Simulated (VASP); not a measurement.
The input files of a VASP run:

POSCAR:
```
LiBr
1
    0.0000000000     2.6628857216     2.6628857216
    2.6628857216     0.0000000000     2.6628857216
    2.6628857216     2.6628857216     0.0000000000
Li Br
1 1
Direct
  0.0000000000   0.0000000000   0.0000000000
  0.5000000000   0.5000000000   0.5000000000
```

File KPOINTS:
```
K-points
0
G
 8 8 8
0 0 0
```

### INCAR
```
SIGMA = 0.05   ! width (eV)
ISMEAR = 0   ! Gaussian
GGA = PE
ENCUT = 520
LMAXMIX = 4
IVDW = 11   ! D3, zero damping
PREC = Accurate
ALGO = Normal   ! blocked Davidson
NELM = 100   ! most electronic steps
ISIF = 2   ! forces and stress, cell fixed
LASPH = T   ! aspherical one-centre terms
EDIFF = 1E-7   ! SCF stop (eV)
SYSTEM = LiBr
LWAVE = F
LCHARG = F
LREAL = F   ! projection in real space or not
```

POTCAR, in this order: Li_sv Br (PBE.64 set). Program: vasp_std.

Task: Translate this PBE-D3 (zero damping) calculation to Quantum ESPRESSO's pw.x.

Result: One equivalent input (not run):
```
&CONTROL
  calculation = 'scf'
  pseudo_dir = './pseudo'
  outdir = './out'
  tprnfor = .true.
  tstress = .true.
/
&SYSTEM
  ibrav = 0
  nat = 2
  ntyp = 2
  ecutwfc = 74
  occupations = 'smearing'
  smearing = 'gaussian'
  degauss = 0.003675
  input_dft = 'pbe'
  vdw_corr = 'grimme-d3'
  dftd3_version = 3
  dftd3_threebody = .false.
/
&ELECTRONS
  conv_thr = 7.3e-09
  electron_maxstep = 100
/
ATOMIC_SPECIES
  Li 6.940 Li.upf
  Br 79.904 Br.upf
CELL_PARAMETERS angstrom
     0.0000000    2.6628857    2.6628857
     2.6628857    0.0000000    2.6628857
     2.6628857    2.6628857    0.0000000
ATOMIC_POSITIONS crystal
  Li   0.0000000  0.0000000  0.0000000
  Br   0.5000000  0.5000000  0.5000000
K_POINTS automatic
  8 8 8 0 0 0
```
What does not carry over: the potentials are each code's own (VASP's PAW set, PseudoDojo norm-conserving files in pw.x), so ENCUT and ecutwfc are chosen apart and not converted; conv_thr bounds pw.x's estimated SCF error, while EDIFF bounds the energy change between steps.

The compound is LiBr in the rock salt structure. This cell is one point of a volume scan, at 0.94 of the reference volume.
